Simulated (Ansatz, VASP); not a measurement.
Given: the input of a run of Ansatz 0.2.0 on CsLiCr2Te2S3.

Contents of input.yaml:

```yaml
crystal:
  lattice:
    - [3.31929, 1.91639, 6.87982]
    - [-3.31929, 1.91639, 6.87982]
    - [0.0, -3.83279, 6.87982]
  atoms:
    - { symbol: Cs, position: [0.0, 0.0, 0.0] }
    - { symbol: Li, position: [0.5, 0.5, 0.5] }
    - { symbol: Cr, position: [0.79848, 0.79848, 0.79848], spin: 3.0 }
    - { symbol: Cr, position: [0.20152, 0.20152, 0.20152], spin: 3.0 }
    - { symbol: Te, position: [0.6799, 0.6799, 0.6799] }
    - { symbol: Te, position: [0.3201, 0.3201, 0.3201] }
    - { symbol: S, position: [0.13626, 0.86374, 0.5] }
    - { symbol: S, position: [0.5, 0.13626, 0.86374] }
    - { symbol: S, position: [0.86374, 0.5, 0.13626] }
hamiltonian:
  xc: pbe
  pseudopotentials: { kind: paw, frozen_core: stored }
magnetization:
  spin_polarized: true
kpoints:
  mp_grid: { grid: [5, 5, 5] }
scf:
  occupations: { method: fermi_dirac, width: 0.05 }
output:
  forces: true
  stress: true
  eigenvalues: true
  efg: {}
```

Potentials or basis: Ansatz PAW.

The run is started by

```console
$ ansatz run input.yaml --threads 8 --pin off --max-ram 20480MiB --backend cpu --events-out ev --progress --plain --runs-dir out
```

Question: Set up the same calculation for VASP 6.6.1. Potentials there: VASP PAW PBE potentials, release 64 (Cs_sv, Li_sv, Cr_pv, Te, S).

Answer: As run (the cutoff follows the program's own potentials):

INCAR

```
PREC     = Accurate       # precision mode
ENCUT    = 520            # plane-wave cutoff, eV
EDIFF    = 1E-8           # SCF threshold, eV
ISMEAR   = -1             # smearing method
SIGMA    = 0.05           # smearing width, eV
LREAL    = F              # projectors in reciprocal space
LASPH    = T              # aspherical terms in the spheres
NELM     = 100            # most SCF steps
ALGO     = Normal         # electronic algorithm
ISIF     = 2              # what is computed and relaxed
LWAVE    = F              # write WAVECAR
LCHARG   = F              # write CHGCAR
ISPIN    = 2              # spin polarisation
MAGMOM   = 0 0 3 3 0 0 0 0 0 # initial moments
LORBIT   = 11             # projections on sites
LMAXMIX  = 4              # l up to which the mixer works
GGA      = PE             # functional
LEFG     = T            
KPAR     = 4
```

Contents of KPOINTS:

```
regular mesh
0
Gamma
  5 5 5
```

The input POSCAR:

```
CsLiCr2Te2S3
1.0
    3.3192900000      1.9163900000      6.8798200000
   -3.3192900000      1.9163900000      6.8798200000
    0.0000000000     -3.8327900000      6.8798200000
Cs Li Cr Te S
1 1 2 2 3
Direct
    0.0000000000      0.0000000000      0.0000000000
    0.5000000000      0.5000000000      0.5000000000
    0.7984800000      0.7984800000      0.7984800000
    0.2015200000      0.2015200000      0.2015200000
    0.6799000000      0.6799000000      0.6799000000
    0.3201000000      0.3201000000      0.3201000000
    0.1362600000      0.8637400000      0.5000000000
    0.5000000000      0.1362600000      0.8637400000
    0.8637400000      0.5000000000      0.1362600000
```

Potentials or basis: VASP PAW PBE potentials, release 64 (Cs_sv, Li_sv, Cr_pv, Te, S).

Launch:

```sh
$ cat potpaw_PBE.64/Cs_sv/POTCAR potpaw_PBE.64/Li_sv/POTCAR potpaw_PBE.64/Cr_pv/POTCAR potpaw_PBE.64/Te/POTCAR potpaw_PBE.64/S/POTCAR > POTCAR
$ mpirun -np 4 vasp_std > vasp.out
```

Both were run:

|  | VASP | Ansatz | Ansatz less VASP |
| --- | --- | --- | --- |
| gap on the k mesh at the Fermi level (eV) | none | none | - |
| rms of the force components (eV/Å) | 0.005 | 0.003 | -0.0020 |
| net moment per atom (μB) | 0.44 | 0.44 | 0.000 |
| size of the moment on the site where the two differ most (μB) | 2.32 | 2.07 | -0.247 |
| Vzz of the field gradient on the site that differs most (V/Å²) | -55.9 | -44.9 | +11.03 |

Site moments also hang on the region over which each program counts them. Atom by atom the forces differ by 0.003 eV/Å (rms over components). A gap of «none» marks a metal or a gap that the smearing closes. The two sets of potentials don't hold the same shells in valence.

Caveats: only a ferromagnetic start was run, and an antiferromagnetic order may lie lower in energy. Spin-orbit coupling is left out, which matters for the levels of Cs, Te. With open d or f shells a metallic result of PBE can be an artefact of self-interaction; +U or a hybrid may open a gap.
